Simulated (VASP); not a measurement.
```
CELL_PARAMETERS angstrom
      0.00000     2.84500     2.84500
      2.84500     0.00000     2.84500
      2.84500     2.84500     0.00000
ATOMIC_POSITIONS crystal
  Ca 0.00000 0.00000 0.00000
  S  0.50000 0.50000 0.50000
```

The base run (VASP): PBE GGA, plane waves, VASP's PBE PAW potentials (set 64). Numerical set-up: 400 eV cut-off, 7×7×7 Γ-centred mesh, Gaussian smearing of 0.050 eV, potentials Ca_sv S.

One setting is varied; ΔE counts from the most expensive setting. The base run took about 7 core-seconds. The timings are rough (shared machines, no repeats); factors under 2 mean little.

Pressures at a finite cut-off, here 400 eV, hold a Pulay part, which wasn't tested here.

```
setting                                                 cost over the base run  electronic steps  ΔE (meV/atom)  pressure (GPa)
------------------------------------------------------  ----------------------  ----------------  -------------  --------------
KGAMMA = .TRUE., KSPACING = 0.8, KPOINTS file removed                about 1/2                13           33.3            1.32
KGAMMA = .TRUE., KSPACING = 0.6, KPOINTS file removed     within a factor of 2                13            5.6            0.94
KGAMMA = .TRUE., KSPACING = 0.35, KPOINTS file removed    within a factor of 2                13            0.3            0.85
base run                                                             reference                13            0.1            0.84
KGAMMA = .TRUE., KSPACING = 0.16, KPOINTS file removed                     [?]                13            0.0            0.84
KGAMMA = .FALSE., KSPACING = 0.2, KPOINTS file removed           about 4 times                13            0.0            0.84
```

Problem. Some entries are withheld; supply them.

Solution. 
- KGAMMA = .TRUE., KSPACING = 0.16, KPOINTS file removed, cost over the base run: about 3 times

Left out are runs that failed, have no time on record or changed the cell.

The compound is CaS in the rock salt structure. The cell was not relaxed at this level.
